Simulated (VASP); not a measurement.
A run of VASP 6.6.1:

The input INCAR:

```
  ALGO = Normal
  EDIFF = 1E-7
  ENCUT = 520
  GGA = PE
  ISIF = 2
  ISMEAR = 0
  ISPIN = 2
  LASPH = T
  LCHARG = F
  LMAXMIX = 4
  LORBIT = 11
  LREAL = F
  LWAVE = F
  MAGMOM = 2 1 0 0 0 0 0 0
  NELM = 150
  PREC = Accurate
  SIGMA = 0.02
```

KPOINTS

```
k-points
0
Gamma
  6 5 5
```

File POSCAR:

```
Mg6TiCo
1.0
    4.7166050000      0.0000000000      0.0000000000
    0.0000000000      3.0183690000      5.4998395000
    0.0000000000     -3.0183690000      5.4998395000
Co Ti Mg
1 1 6
Direct
    0.0000000000      0.8000340000      0.8000340000
    0.5000000000      0.6925340000      0.6925340000
    0.5000000000      0.1669990000      0.1669990000
    0.5000000000      0.1612110000      0.6820810000
    0.5000000000      0.6820810000      0.1612110000
    0.0000000000      0.3289710000      0.3289710000
    0.0000000000      0.3441190000      0.8240530000
    0.0000000000      0.8240530000      0.3441190000
```

Potentials or basis: VASP PAW PBE potentials, release 64 (Co, Ti_pv, Mg_pv).

The run is started by

```console
$ cat potpaw_PBE.64/Co/POTCAR potpaw_PBE.64/Ti_pv/POTCAR potpaw_PBE.64/Mg_pv/POTCAR > POTCAR
$ mpirun -np 1 vasp_std > vasp.out
```

Hardware: 1 thread of Intel(R) Xeon(R) 6975P-C (Granite Rapids), with other jobs on the host.

Question: Estimate the wall time of this run.

Answer: It took 6.4 min on 1 thread of Intel(R) Xeon(R) 6975P-C (Granite Rapids) (shared host), peak memory 0.56 GiB. Counts: scf iterations 27, k points 36.
